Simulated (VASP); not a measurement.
GaSn, 2 atoms in the cell. Symmetry: Fmmm, No. 69, orthorhombic system. The conventional cell has a = 5.459 Å, b = 5.806 Å, c = 6.196 Å, α = 90.00°, β = 90.00°, γ = 90.00°. Around Ga (site symmetry mmm) lie 6 Sn at 2.73 to 3.10 Å. Around Sn (site symmetry mmm) lie 6 Ga at 2.73 to 3.10 Å. The cell was built by a generator and needn't be a form met in nature.

- Program: VASP 6.6.1
- Task: relaxation of cell and atoms
- Functional: PBEsol
- Potentials or basis: VASP PAW PBE potentials, release 64 (Ga_d, Sn_d)
- Cutoff: 600 eV
- k mesh: 8 × 8 × 8
- Occupations: fermi-dirac, width 0.05 eV
- Spin: no spin polarisation
- Target pressure: 30 GPa
- Further INCAR settings: ALGO = Normal; EDIFF = 1e-07; IBRION = 2; EDIFFG = -0.005; NSW = 40; ISIF = 3
- Target pressure: 30 GPa

Potentials or basis: VASP PAW PBE potentials, release 64 (Ga_d, Sn_d).

The run is started by

```bash
$ cat potpaw_PBE.64/Ga_d/POTCAR potpaw_PBE.64/Sn_d/POTCAR > POTCAR
$ mpirun -np 1 vasp_std > vasp.out
```

Hardware: 1 thread of Intel(R) Xeon(R) Platinum 8559C (Emerald Rapids) (shared host).

Q: Estimate the wall time of this run.

A: Wall time 9.7 min on 1 thread of Intel(R) Xeon(R) Platinum 8559C (Emerald Rapids), on a shared host, peak memory 0.28 GiB. Counts: scf iterations 105, k points 95, ion steps 12.
